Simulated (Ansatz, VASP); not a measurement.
# Cross-check of Hf (Hafnium) between VASP and Ansatz

Aim: how closely do two programs agree when they are given the same cell, functional and k mesh? The cell is taken from a series of runs on this material, whose earlier steps may have relaxed, scaled, displaced or heated it; both programs get it as it stands.

Program: Ansatz 0.2.0. Level of theory: plane waves, with VASP 6.6.1 beside it; zone-centre phonons at PBEsol. Results are calculated unless marked as measured.

## (1) Starting point

Symmetry: P6_3/mmc, No. 194, hexagonal system. The conventional cell has a = 3.135 Å, b = 3.135 Å, c = 5.145 Å, α = 90.00°, β = 90.00°, γ = 120.00°. Nearest to Hf lie 12 Hf at 3.14 to 3.15 Å.

## (2) Ansatz: zone-centre phonons, PBEsol

Ansatz runs on its PAW soft_1 files.

Second derivatives magnify differences that forces hide, and they need a tight electronic threshold.

input.yaml

```yaml
crystal:
  lattice:
    - [3.13520229, 0.0, 0.0]
    - [-1.567601145, 2.7151648291, 0.0]
    - [0.0, 0.0, 5.1452412839]
  atoms:
    - { symbol: Hf, position: [0.3333333356, 0.6666666644, 0.25] }
    - { symbol: Hf, position: [0.6666666644, 0.3333333356, 0.75] }
kpoints:
  mp_grid: { grid: [15, 15, 8] }
hamiltonian:
  xc: pbesol
  pseudopotentials: { kind: paw, azcp: { folder: soft_1 }, xc_functional: pbe }
scf:
  occupations: { method: methfessel_paxton, width: 0.2 }
output:
  eigenvalues: true
phonons:
  method: dfpt
```

Started as:

```bash
$ ansatz run input.yaml --threads 4 --pin off --max-ram 10240MiB --backend cpu --events-out ev --progress --plain --runs-dir out
```

Numbers of over 12 decimals in the logs are rounded to 6 here.

The log of the run:

```text
zone centre: on kpoints.mp_grid the ground state, and the responses unless they are solved on pairs of k-points, stand on 320 of the mesh's 1800 k-points, reduced under 4 symmetry operations, with k and −k counted as one. Each operation leaves every solved displacement unchanged or reverses it
Engine: ansatz 0.2.0, x86_64-unknown-linux-gnu
Pseudopotentials: kind: paw
Pseudopotential: Hf, paw, valence charge 26, recommended cutoff 420 eV (normal), soft_1/Hf.paw.azcp
Functional definition: PBEsol
  exchange = pbesol_x
  correlation = pbesol_c
Crystal: 2 atoms, lattice volume = 43.799 Å³
Basis set: ecut = 420 eV, 845 PW (Γ), exchange–correlation on 48×48×72 points (8 copies of the dense FFT grid, shifted against one another)
Bands: 32, of which v1, the nominal top of the filled ones, is band 26 counted from 1 (25 counted from 0)
Symmetry: 24 space group operations
k-points: 320 of 1800 (irreducible under 4 space group operations, time reversal used)
Non-local potential: Hf, projectors of the file, l = 0: 3, l = 1: 2, l = 2: 2, l = 3: 3
PAW form: soft (Blöchl's): semilocal exchange-correlation on the pseudo side does not see the compensation charge
PAW frozen core: Hf, regenerated for the run's functional, and the local potential with it (the file was generated under x = pbe(κ = 0.804, μ = 0.219515), c = pbe(β = 0.066725))
PAW one-centre angular grid: Hf, 590 points (default); XC on 64 Gauss nodes
Initial density: superposition of atomic densities (chi_scale 0.1, normalization cell)
Initial wavefunctions: pseudopotential atomic-orbital guess
Functional: x = pbesol(κ = 0.804, μ = 0.123457), c = pbesol(β = 0.046)
SCF iter   1: F=—  HF=-31197.835289 eV  |F-HF|=—  |Δ(HF+E_count)|=         —  Δρ=3.60e-2  dr2=6.79e-1  ethr=3.10e-3  ⟨swp⟩=4.8  Hψ=34572  notcnv=0
preconditioner: auto → Kerker (q_TF=auto, 2.807 Å⁻¹)  [metal: Δε(μ)=0.011 eV  Ē_g=16.877 eV  σ=0.200 eV  W_gap=0.05  n_scr=22 (ndim 8)  ℏωp=38.9 eV  f_vac=0.000  D(μ)=1.35/eV (n_scr^D=8)]
SCF iter   2: F=—  HF=-31197.687223 eV  |F-HF|=—  |Δ(HF+E_count)|=   1.48e-1  S|Δr|=    0.00e0  Δρ=2.26e-2  dr2=2.65e-1  ethr=1.31e-3  ⟨swp⟩=2.9  Hψ=19935  notcnv=0  defer=118
SCF iter   3: F=—  HF=-31197.632866 eV  |F-HF|=—  |Δ(HF+E_count)|=   5.44e-2  S|Δr|=    0.00e0  Δρ=9.50e-3  dr2=4.67e-2  ethr=5.09e-4  ⟨swp⟩=2.0  Hψ=15894  notcnv=0  defer=120
SCF iter   4: F=—  HF=-31197.584335 eV  |F-HF|=—  |Δ(HF+E_count)|=   4.85e-2  S|Δr|=    0.00e0  Δρ=3.00e-3  dr2=1.88e-3  ethr=8.99e-5  ⟨swp⟩=2.0  Hψ=18466  notcnv=0  defer=120
SCF iter   5: F=—  HF=-31197.585525 eV  |F-HF|=—  |Δ(HF+E_count)|=   1.19e-3  S|Δr|=    0.00e0  Δρ=6.73e-4  dr2=1.88e-4  ethr=3.62e-6  ⟨swp⟩=2.2  Hψ=15044  notcnv=0  defer=120
SCF iter   6: F=—  HF=-31197.585678 eV  |F-HF|=—  |Δ(HF+E_count)|=   1.52e-4  S|Δr|=    0.00e0  Δρ=1.30e-4  dr2=5.29e-6  ethr=3.62e-7  ⟨swp⟩=2.0  Hψ=18465  notcnv=0  defer=120
SCF iter   7: F=—  HF=-31197.585688 eV  |F-HF|=—  |Δ(HF+E_count)|=   1.05e-5  S|Δr|=    0.00e0  Δρ=3.01e-5  dr2=3.35e-7  ethr=1.02e-8  ⟨swp⟩=2.4  Hψ=18840  notcnv=0  defer=120
SCF iter   8: F=—  HF=-31197.585690 eV  |F-HF|=—  |Δ(HF+E_count)|=   2.12e-6  S|Δr|=    0.00e0  Δρ=5.52e-6  dr2=1.17e-8  ethr=6.43e-10  ⟨swp⟩=2.8  Hψ=18311  notcnv=0  defer=141
SCF iter   9: F=—  HF=-31197.585690 eV  |F-HF|=—  |Δ(HF+E_count)|=   1.59e-9  S|Δr|=    0.00e0  Δρ=9.31e-7  dr2=2.74e-10  ethr=2.24e-11  ⟨swp⟩=2.7  Hψ=18254  notcnv=0  defer=141
SCF iter  10: F=—  HF=-31197.585690 eV  |F-HF|=—  |Δ(HF+E_count)|=  3.64e-11  S|Δr|=    0.00e0  Δρ=2.20e-7  dr2=1.24e-11  ethr=1.00e-12  ⟨swp⟩=1.9  Hψ=12071  notcnv=0  defer=141
SCF iter  11: F=-31197.585690 eV  HF=-31197.585690 eV  |F-HF|=7.28e-12  |Δ(HF+E_count)|=  7.28e-12  S|Δr|=    0.00e0  Δρ=4.06e-8  dr2=3.14e-13  ethr=1.00e-12  ⟨swp⟩=4.3  Hψ=84180  notcnv=0
SCF 1 converged in 11 iterations: F = -31197.585690 eV  dr2 = 3.14e-13
  Residual-converged pass: ⟨swp⟩=1.1  Hψ=11982  notcnv=0  max |occ|·‖R‖ = 7.1e-9 eV (tolerance 1.0e-8 eV)  dr2=3.14e-13  dr2_onsite=1.77e-12  max |Δocc| = 3.5e-13
  greatest PAW one-centre occupation: 0.998 electrons in one spin orbital (limit 2), on the Hf atom at site 1 (counted from 0), in its partial waves of l = 0
DFPT response loops at Γ: preconditioner auto → Kerker (q_TF=auto, 2.807 Å⁻¹) (partly filled bands, converged f_vac=0.000); β = 1.00, the filter's whole step (`scf.mixing.beta` (0.50) is not read by the response loops under this deck's `scf.mixing.preconditioner`; to damp them name `kerker` or `kerker_dos`, under which they read `scf.mixing.beta`, and type it under 1.00, their step now; both keys bind the ground state too); Broyden in place of MSR1
SCF converged after 11 iterations
Stability not checked: this state was not tested for a lower state beside it, because cold or Methfessel-Paxton smearing, or corrected tetrahedra, fill the levels in a way that the test cannot read (fill_not_monotonic; see scf.lower_state_search)
Free energy (F): -31197.585690 eV
Harris-Foulkes:  -31197.585690 eV  (|F-HF|=7.28e-12)
Internal energy: -31197.589251 eV  (E = F + TS)
E sigma→0 (E₀):  -31197.586581 eV
Entropy (-TS):   0.003561 eV (1.780 meV/atom)
Fermi energy:    18.432003 eV
--- Per-component energies (eV) ---
  E_band       = -0.624475
  E_kinetic    = 819.790744
  E_local      = -12521.749478  (includes V_loc(G=0)·N_el)
  E_nonlocal   = 129.179610
  E_hartree    = 6101.672587
  E_xc         = -529.492889
  E_vxc        = -509.517343  (∫ρ·V_xc dr)
  E_paw        = -15150.838727  (= ΣΔE_a)
  E_vpaw       = -121.673368  (= ΣTr[D̂ρ^β])
  E_aug_tail   = 0.000187  (compensation charges beyond the density's cutoff)
  E_ewald      = -10048.653397
  E_core_change = 2.502112  (= ΣΔE_core)
  E_smearing   = 0.003561  (= −TS)
  E_closure    = 0.000000  (closes the sum)
  Σ components = -31197.585690   (vs F -31197.585690, Δ=0.00e0)
--- Band table (eV; the first three rows and the last of 320) ---
  k-point 0: bands = [... 22 lower, 10.9685, 14.5453, 18.8680, 19.5179, 19.6687, 19.6687, 20.4161, 20.4161, ... 2 higher]
  k-point 1: bands = [... 22 lower, 11.1081, 14.4634, 18.6877, 19.4057, 19.6125, 19.6125, 20.3190, 20.3190, ... 2 higher]
  k-point 2: bands = [... 22 lower, 11.5115, 14.1708, 18.3632, 19.1072, 19.5279, 19.5279, 20.0854, 20.0854, ... 2 higher]
  k-point 319: bands = [... 22 lower, 15.5022, 15.5022, 17.6399, 17.6399, 18.4264, 18.4264, 20.6640, 20.6640, ... 2 higher]
--- Phonons (Γ-DFPT): 2 representative perturbations + reference, on 320 of 1800 k-points (Σ response iterations 6) ---
  k mesh reduced under 4 symmetry operations, with k and −k counted as one. Each operation leaves every solved displacement unchanged or reverses it
  ASR residual: 2.614e-5 → 0.000e0 eV/Å²; symmetrization residual: 2.675e-12 eV/Å²
  ASR residual per site (eV/Å²): 2.61e-5 2.61e-5
  Γ frequencies (cm⁻¹): 0.00 0.00 0.00 73.09 73.09 92.94
  non-analytic LO–TO correction: not included (Born effective charges unavailable; polar crystals: no LO–TO splitting at Γ)
```

## (3) VASP: zone-centre phonons, PBEsol

The same cell, functional, mesh and smearing now go to VASP, with its own data sets.

Lines of VASP's logs that name or quote its potential files are left out, and so is its time.

INCAR

```
SYSTEM = Hf
PREC = Accurate
ENCUT = 500
EDIFF = 1E-08
NELM = 120
ISMEAR = 1
SIGMA = 0.2
LREAL = .FALSE.
ALGO = Normal
GGA = PS
NBANDS = 16
LASPH = .TRUE.
LORBIT = 11
LWAVE = .FALSE.
LCHARG = .FALSE.
ISIF = 2
IBRION = 8
GGA_COMPAT = .FALSE.
KPAR = 2
```

POSCAR

```
Hf
1.0
    3.1352022900      0.0000000000      0.0000000000
   -1.5676011450      2.7151648291      0.0000000000
    0.0000000000      0.0000000000      5.1452412839
Hf
2
Direct
    0.3333333356      0.6666666644      0.2500000000
    0.6666666644      0.3333333356      0.7500000000
```

KPOINTS

```
Automatic mesh
0
Gamma
15 15 8
0 0 0
```

PAW data sets: Hf_pv (PBE family, release 64).

Started as:

```bash
$ mpirun -np 2 vasp_std
```

The log of the run:

```text
[banner, memory and clock lines left out]
running    2 mpi-ranks, on    1 nodes
 distrk:  each k-point on    1 cores,    2 groups
 distr:  one band on    1 cores,    1 groups

 POSCAR found type information on POSCAR Hf
 POSCAR found :  1 types and       2 ions
|                                                                             |
|               ----> ADVICE to this user running VASP <----                  |
|                                                                             |
|     You enforced a specific xc type in the INCAR file but a different       |
|     [... a line on the potential file left out ...]
|     I HOPE YOU KNOW WHAT YOU ARE DOING!                                     |
|                                                                             |

 LDA part: xc-table for (Slater+PW92), standard interpolation
 POSCAR, INCAR and KPOINTS ok, starting setup
 FFT: planning ... GRIDC
 FFT: planning ... GRID_SOFT
 FFT: planning ... GRID
 WAVECAR not read
 entering main loop
       N       E                     dE             d eps       ncg     rms          rms(c)
DAV:   1     0.452380247548E+02    0.45238E+02   -0.11335E+04  4344   0.115E+03
DAV:   2    -0.202049774391E+02   -0.65443E+02   -0.63982E+02  5768   0.248E+02
DAV:   3    -0.217396861089E+02   -0.15347E+01   -0.15249E+01  5752   0.262E+01
DAV:   4    -0.217510506494E+02   -0.11365E-01   -0.11362E-01  5344   0.279E+00
DAV:   5    -0.217511899623E+02   -0.13931E-03   -0.13931E-03  5744   0.254E-01    0.664E+01
DAV:   6    -0.211910537013E+02    0.56014E+00   -0.50990E-01  5168   0.473E+00    0.392E+01
DAV:   7    -0.209948496119E+02    0.19620E+00   -0.84146E-01  5240   0.584E+00    0.183E+00
DAV:   8    -0.209844651978E+02    0.10384E-01   -0.53195E-02  4976   0.158E+00    0.428E-01
DAV:   9    -0.209845659164E+02   -0.10072E-03   -0.11281E-03  5992   0.247E-01    0.198E-01
DAV:  10    -0.209845562840E+02    0.96324E-05   -0.41746E-05  5040   0.471E-02    0.190E-01
DAV:  11    -0.209845579816E+02   -0.16976E-05   -0.42587E-06  5912   0.149E-02    0.897E-03
DAV:  12    -0.209845580111E+02   -0.29424E-07   -0.35926E-07  5072   0.412E-03    0.476E-03
DAV:  13    -0.209845579173E+02    0.93791E-07   -0.11608E-08  4088   0.849E-04    0.749E-04
DAV:  14    -0.209845579047E+02    0.12609E-07   -0.10205E-09  3104   0.275E-04    0.154E-04
DAV:  15    -0.209845579074E+02   -0.27719E-08   -0.13626E-10  2792   0.930E-05
   1 F= -.20984558E+02 E0= -.20985714E+02  d E =0.346950E-02
 Linear response reoptimize wavefunctions to high precision
DAV:   1    -0.209845579094E+02   -0.19968E-08   -0.28264E-11  3064   0.433E-05
DAV:   2    -0.209845579094E+02    0.68212E-11   -0.50556E-12  2632   0.171E-05
 Linear response DOF=           2
 Linear response progress:
  Degree of freedom:   1/  2
       N       E                     dE             d eps       ncg     rms          rms(c)
RMM:   1    -0.200316221639E+00   -0.20032E+00    0.45942E+00 18636   0.120E+01
RMM:   2    -0.205966572793E+00   -0.56504E-02   -0.37741E-02 27753   0.121E+00    0.557E-01
RMM:   3    -0.205091486170E+00    0.87509E-03   -0.44496E-03 35036   0.268E-01    0.125E-01
RMM:   4    -0.204705816855E+00    0.38567E-03   -0.47726E-04 41114   0.914E-02    0.180E-01
RMM:   5    -0.204232518504E+00    0.47330E-03   -0.82253E-05 37980   0.438E-02    0.182E-02
RMM:   6    -0.204158960065E+00    0.73558E-04   -0.73023E-05 42836   0.149E-02    0.263E-02
RMM:   7    -0.204159795040E+00   -0.83498E-06   -0.42279E-05 38023   0.606E-03    0.223E-02
RMM:   8    -0.204152527941E+00    0.72671E-05   -0.13330E-05 39076   0.207E-03    0.141E-02
RMM:   9    -0.204150218713E+00    0.23092E-05   -0.94725E-06 40576   0.124E-03    0.286E-03
RMM:  10    -0.204150538878E+00   -0.32016E-06   -0.59873E-06 43049   0.386E-04    0.349E-04
RMM:  11    -0.204150837966E+00   -0.29909E-06   -0.35281E-06 40551   0.145E-04    0.640E-04
RMM:  12    -0.204150859048E+00   -0.21082E-07   -0.17644E-06 39486   0.700E-05    0.797E-05
RMM:  13    -0.204150897431E+00   -0.38382E-07   -0.93214E-07 42014   0.386E-05    0.729E-05
RMM:  14    -0.204150916902E+00   -0.19472E-07   -0.45620E-07 37432   0.230E-05    0.104E-05
RMM:  15    -0.204150924189E+00   -0.72867E-08   -0.24481E-07 32819   0.163E-05    0.177E-05
RMM:  16    -0.204150933123E+00   -0.89347E-08   -0.12703E-07 30989   0.134E-05    0.155E-05
RMM:  17    -0.204150932589E+00    0.53395E-09   -0.67744E-08 25144   0.113E-05    0.672E-07
 first order change of Fermi-energy  -0.36179E-05
 force on displaced ion       1 direction 1 :  -1.761  -0.000   0.000
 Linear response progress:
  Degree of freedom:   2/  2
       N       E                     dE             d eps       ncg     rms          rms(c)
RMM:   1    -0.246231450347E+00   -0.24623E+00    0.47745E+00  6463   0.123E+01
RMM:   2    -0.256585199306E+00   -0.10354E-01   -0.44100E-02  9537   0.126E+00    0.719E-01
RMM:   3    -0.255729122710E+00    0.85608E-03   -0.33026E-03 11111   0.283E-01    0.183E-01
RMM:   4    -0.255550214955E+00    0.17891E-03   -0.45785E-04 13252   0.969E-02    0.199E-01
RMM:   5    -0.255253281360E+00    0.29693E-03    0.16009E-04 12977   0.413E-02    0.514E-02
RMM:   6    -0.255144389640E+00    0.10889E-03    0.38277E-05 12006   0.199E-02    0.437E-02
RMM:   7    -0.255158858180E+00   -0.14469E-04    0.10951E-05 12520   0.587E-03    0.217E-02
RMM:   8    -0.255165345482E+00   -0.64873E-05    0.21902E-05 13136   0.330E-03    0.395E-03
RMM:   9    -0.255156589979E+00    0.87555E-05    0.11457E-05 13396   0.176E-03    0.241E-03
RMM:  10    -0.255156001787E+00    0.58819E-06    0.60675E-06 13535   0.480E-04    0.518E-04
RMM:  11    -0.255156290128E+00   -0.28834E-06    0.25820E-06 13856   0.186E-04    0.155E-04
RMM:  12    -0.255156287153E+00    0.29751E-08    0.10686E-06 14299   0.709E-05    0.679E-05
RMM:  13    -0.255156361170E+00   -0.74018E-07   -0.24505E-07 13685   0.362E-05    0.169E-05
RMM:  14    -0.255156269484E+00    0.91687E-07    0.52471E-07 13385   0.210E-05    0.696E-06
RMM:  15    -0.255156301376E+00   -0.31892E-07    0.60256E-08 13173   0.150E-05    0.807E-07
RMM:  16    -0.255156268378E+00    0.32998E-07    0.35004E-07  9685   0.113E-05    0.427E-07
RMM:  17    -0.255156289726E+00   -0.21348E-07    0.87961E-08  8308   0.986E-06    0.570E-07
RMM:  18    -0.255156283273E+00    0.64526E-08    0.12994E-07  7805   0.925E-06    0.201E-07
RMM:  19    -0.255156286998E+00   -0.37244E-08    0.82922E-08  7035   0.885E-06    0.186E-07
 first order change of Fermi-energy  -0.16448E-03
 force on displaced ion       1 direction 3 :   0.000  -0.000  -2.710
 Linear response finished
```

[end of part 1 of 2]

[Lines on the potential files, build, host, timing and source positions are cut from VASP's logs without a mark.]

[Logs are printed without paths, hosts, clocks, repeated set-up lines and the standing remarks that a program may print on its own settings, such as how far it seeks lower states.]

[Hosts, paths, dates, database ids (printed as entryN), source tags and the programs' standing remarks are cut or masked in the printed files.]
